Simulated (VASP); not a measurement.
Here is the system:

```
CELL_PARAMETERS angstrom
      3.21959     0.00000     0.00000
      0.00000     3.21959     0.00000
      0.00000     0.00000     3.21959
ATOMIC_POSITIONS crystal
  In 0.50000 0.50000 0.50000
  Pd 0.00000 0.00000 0.00000
```

Method: LDA (Ceperley-Alder, Perdew-Zunger), VASP's LDA PAW potentials (set 64) (plane waves; VASP 6.6.1). Run with 520 eV cut-off, 10×10×10 Γ-centred mesh, first-order Methfessel-Paxton smearing of 0.10 eV, potentials In_d Pd.

Unless said otherwise, spin-orbit coupling is left out, though it shifts the bands of the heavy elements here.

Predict the energy per atom (σ→0), band gap (on the k-mesh) with the smallest direct gap where there is one.

```json
{
  "band gap (on the k-mesh)": "none (metal, semimetal or under 0.01 eV)",
  "energy per atom (σ→0)": "-5399 meV/atom"
}
```

Only differences to runs with the same potentials and settings are physical.

The compound is PdIn in the CsCl type structure. It was relaxed first. The start is the result of an earlier pass. The electron count is odd and the run is not spin-polarised, which forces a metal.
